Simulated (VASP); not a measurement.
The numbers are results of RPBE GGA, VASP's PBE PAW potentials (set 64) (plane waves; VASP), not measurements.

VASP ran on this input.

POSCAR:
```
Sb2Se3
1
   12.3620700000     0.0000000000     0.0000000000
    0.0000000000     4.0015600000     0.0000000000
    0.0000000000     0.0000000000    11.7136300000
Sb Se
8 12
Direct
  0.1403200000   0.7500000000   0.0380900000
  0.8596800000   0.2500000000   0.9619100000
  0.3596800000   0.2500000000   0.5380900000
  0.6403200000   0.7500000000   0.4619100000
  0.0338100000   0.2500000000   0.3295900000
  0.9661900000   0.7500000000   0.6704100000
  0.4661900000   0.7500000000   0.8295900000
  0.5338100000   0.2500000000   0.1704100000
  0.9483500000   0.7500000000   0.1275300000
  0.0516500000   0.2500000000   0.8724700000
  0.5516500000   0.2500000000   0.6275300000
  0.4483500000   0.7500000000   0.3724700000
  0.2053300000   0.2500000000   0.1921000000
  0.7946700000   0.7500000000   0.8079000000
  0.2946700000   0.7500000000   0.6921000000
  0.7053300000   0.2500000000   0.3079000000
  0.6273500000   0.7500000000   0.0541000000
  0.3726500000   0.2500000000   0.9459000000
  0.8726500000   0.2500000000   0.5541000000
  0.1273500000   0.7500000000   0.4459000000
```

### KPOINTS
```
Automatic mesh
0
Gamma
1 3 2
0 0 0
```

### INCAR
```
SYSTEM = Sb2Se3
PREC = Accurate; ENCUT = 300; LREAL = Auto
LASPH = .TRUE.
EDIFF = 1E-6; NELM = 100; ALGO = Normal
LMAXMIX = 4
ISMEAR = 0; SIGMA = 0.01
GGA = RP
ISIF = 2
LWAVE = .FALSE.; LCHARG = .FALSE.
```

POTCAR, in this order: Sb Se (PBE.64 set). Program: vasp_std.

Output of the run:

File OSZICAR:
```
       N       E                     dE             d eps       ncg     rms          rms(c)
DAV:   1     0.526214680573E+03    0.52621E+03   -0.30897E+04   536   0.885E+02
DAV:   2    -0.184196134852E+02   -0.54463E+03   -0.52625E+03   664   0.191E+02
DAV:   3    -0.742061656117E+02   -0.55787E+02   -0.55082E+02   632   0.653E+01
DAV:   4    -0.758262226697E+02   -0.16201E+01   -0.16094E+01   696   0.113E+01
DAV:   5    -0.758814146985E+02   -0.55192E-01   -0.55093E-01   688   0.185E+00    0.127E+01
DAV:   6    -0.735701991755E+02    0.23112E+01   -0.66387E+00   661   0.611E+00    0.855E+00
DAV:   7    -0.736131267376E+02   -0.42928E-01   -0.17082E+00   720   0.319E+00    0.276E+00
DAV:   8    -0.736161828889E+02   -0.30562E-02   -0.12878E-01   704   0.106E+00    0.110E+00
DAV:   9    -0.736263200690E+02   -0.10137E-01   -0.22063E-02   624   0.553E-01    0.231E-01
DAV:  10    -0.736277060703E+02   -0.13860E-02   -0.29695E-03   664   0.166E-01    0.107E-01
DAV:  11    -0.736288052526E+02   -0.10992E-02   -0.10182E-03   640   0.110E-01    0.513E-02
DAV:  12    -0.736291934991E+02   -0.38825E-03   -0.46363E-04   632   0.667E-02    0.262E-02
DAV:  13    -0.736293184564E+02   -0.12496E-03   -0.19646E-04   624   0.439E-02    0.134E-02
DAV:  14    -0.736293309712E+02   -0.12515E-04   -0.19838E-05   712   0.126E-02    0.588E-03
DAV:  15    -0.736293391574E+02   -0.81862E-05   -0.14799E-05   608   0.124E-02    0.240E-03
DAV:  16    -0.736293399450E+02   -0.78760E-06   -0.13334E-06   424   0.424E-03
   1 F= -.73629340E+02 E0= -.73629340E+02  d E =-.142885E-25
```

OUTCAR:
```
------------------------ aborting loop because EDIFF is reached ----------------------------------------
  FORCE on cell =-STRESS in cart. coord.  units (eV):
  Direction    XX          YY          ZZ          XY          YZ          ZX
  --------------------------------------------------------------------------------------
  Total       10.4308527     11.9965611      7.2153585      0.0000000      0.0000000      0.0000000
  in kB       28.8415343     33.1707521     19.9506231      0.0000000      0.0000000      0.0000000
  external PRESSURE =      27.3209698 kB  Pullay stress =       0.0000000 kB
  volume of cell :      579.44
      direct lattice vectors                 reciprocal lattice vectors
    12.362070000  0.000000000  0.000000000     0.080892601  0.000000000  0.000000000
     0.000000000  4.001560000  0.000000000     0.000000000  0.249902538  0.000000000
     0.000000000  0.000000000 11.713630000     0.000000000  0.000000000  0.085370632
 POSITION                                       TOTAL-FORCE (eV/Angst)
 -----------------------------------------------------------------------------------
      1.73465      3.00117      0.44617         0.188898     -0.000000     -0.087890
     10.62742      1.00039     11.26746        -0.188898     -0.000000      0.087890
      4.44639      1.00039      6.30299        -0.188898     -0.000000     -0.087890
      7.91568      3.00117      5.41064         0.188898     -0.000000      0.087890
      0.41796      1.00039      3.86070        -0.216236     -0.000000     -0.068947
     11.94411      3.00117      7.85293         0.216236     -0.000000      0.068947
      5.76307      3.00117      9.71751         0.216236     -0.000000     -0.068947
      6.59900      1.00039      1.99612        -0.216236      0.000000      0.068947
     11.72357      3.00117      1.49384        -0.242801     -0.000000      0.228695
      0.63850      1.00039     10.21979         0.242801      0.000000     -0.228695
      6.81954      1.00039      7.35065         0.242801     -0.000000      0.228695
      5.54253      3.00117      4.36298        -0.242801     -0.000000     -0.228695
      2.53830      1.00039      2.25019         0.217580     -0.000000     -0.092467
      9.82377      3.00117      9.46344        -0.217580      0.000000      0.092467
      3.64273      3.00117      8.10700        -0.217580      0.000000     -0.092467
      8.71934      1.00039      3.60663         0.217580      0.000000      0.092467
      7.75534      3.00117      0.63371         0.141244     -0.000000     -0.151582
      4.60673      1.00039     11.07992        -0.141244     -0.000000      0.151582
     10.78776      1.00039      6.49052        -0.141244     -0.000000     -0.151582
      1.57431      3.00117      5.22311         0.141244      0.000000      0.151582
 -----------------------------------------------------------------------------------
    total drift:                                0.000000      0.000000      0.000000
  FREE ENERGIE OF THE ION-ELECTRON SYSTEM (eV)
  ---------------------------------------------------
  free  energy   TOTEN  =       -73.6293399450 eV

  energy  without entropy=      -73.6293399450  energy(sigma->0) =      -73.62933994
```
(Selected blocks of OUTCAR.)

The structure comes from a computed database's Sb2Se3 entry; how it stands against other phases isn't given here. The cell was not relaxed at this level. The k-mesh is coarse (spacing up to 0.52 per Å, 2π included), so the numbers may not be converged in it. The run is one of a series of settings (GGA = RP against the base run), some of them coarse on purpose.
